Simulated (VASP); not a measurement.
Consider the following.

```xyz
3
Lattice="0.0000 2.9722 2.9722 2.9722 0.0000 2.9722 2.9722 2.9722 0.0000" Properties=species:S:1:pos:R:3 pbc="T T T"
Pb     0.0000     0.0000     0.0000
F      1.4861     1.4861     1.4861
F      4.4583     4.4583     4.4583
```

Calculation: optB88-vdW, VASP's PBE PAW potentials (set 64) (plane waves; VASP). Settings: 520 eV cut-off, 6×6×6 Γ-centred mesh, Gaussian smearing of 0.050 eV, potentials Pb_d F.

Q: Estimate the energy per atom (σ→0).

A: 
```
Quantity                       Result
---------------------  --------------
energy per atom (σ→0)  -2.499 eV/atom
```

The absolute energy has meaning only against runs of the same code, potentials and settings.

The compound is PbF2 in the fluorite structure, the β form. It was relaxed first. The start is the result of an earlier pass.
